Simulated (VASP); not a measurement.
# H8SO6: single point with r2SCAN+D3(BJ)

H8SO6:

```
O H S
1.0
     5.78896    0.00000    0.00000
     0.00000    5.78896    0.00000
     0.00000    0.00000    5.78896
O H S
6 8 1
Direct
  0.72922 0.62842 0.80104
  0.72051 0.14177 0.13087
  0.30055 0.90543 0.97095
  0.93390 0.75095 0.22476
  0.37734 0.45055 0.38503
  0.12439 0.13417 0.49118
  0.56727 0.65264 0.75578
  0.78886 0.56822 0.66209
  0.67855 0.28748 0.01980
  0.86072 0.21988 0.21728
  0.19895 0.94051 0.82274
  0.19611 0.83011 0.07854
  0.92409 0.82225 0.37326
  0.84286 0.84114 0.12106
  0.35141 0.20891 0.41291
```

The cell was built by a generator and needn't be a form met in nature.

```yaml
Program: VASP 6.6.1
Task: single point
Functional: r2SCAN
Dispersion: D3(BJ)
Potentials_or_basis: VASP PAW PBE potentials, release 64 (O, H, S)
Cutoff: 520 eV
k_mesh: 1 × 1 × 1
Occupations: fermi-dirac, width 0.02 eV
Spin: no spin polarisation
Dipole_correction: no
Further_INCAR_settings: LREAL = Auto; ALGO = Normal; EDIFF = 1e-07; NBANDS = 38
```

The pressure is -2.6 GPa and the largest force is 5.203 eV/Å. The band gap on the k mesh is 2.86 eV, direct and the dispersion energy per atom is -0.021 eV.

Forces in eV/Å, atoms in the order of the input:
```
O   -1.479  0.157  0.398
O    1.531  4.868 -1.015
O   -1.167  0.979 -3.176
O    0.864 -1.312  0.406
O    0.383  1.154 -0.260
O    0.170  0.090 -0.091
H    0.499  0.302  0.696
H    0.875 -0.633 -1.115
H    0.803 -2.861  1.953
H   -2.205 -1.346 -1.245
H    1.636 -0.691  2.951
H   -0.588 -0.304  0.122
H   -0.030  0.402  0.213
H   -0.742  0.460 -0.360
S   -0.551 -1.265  0.522
```

Stress tensor (GPa, compression positive):
```
-2.41 -0.19 -3.13
-0.19 -1.80  1.44
-3.13  1.44 -3.69
```

Levels at points of the mesh, in eV from the valence-band top:
| k point | band 22 | band 23 | band 24 | band 25 | band 26 | band 27 | band 28 | band 29 |
| --- | --- | --- | --- | --- | --- | --- | --- | --- |
| (0.00, 0.00, 0.00) | -0.71 | -0.44 | -0.16 | 0.00 | 2.86 | 5.47 | 7.85 | 8.37 |

Wall time 50 s on 1 thread of Intel(R) Xeon(R) 6975P-C (Granite Rapids) (shared host), peak memory 0.33 GiB.

Caveat: the PAW data sets were made with another functional, which shifts forces and pressure a little. r2SCAN opens gaps a little over a GGA but as a rule still falls short of measured ones.
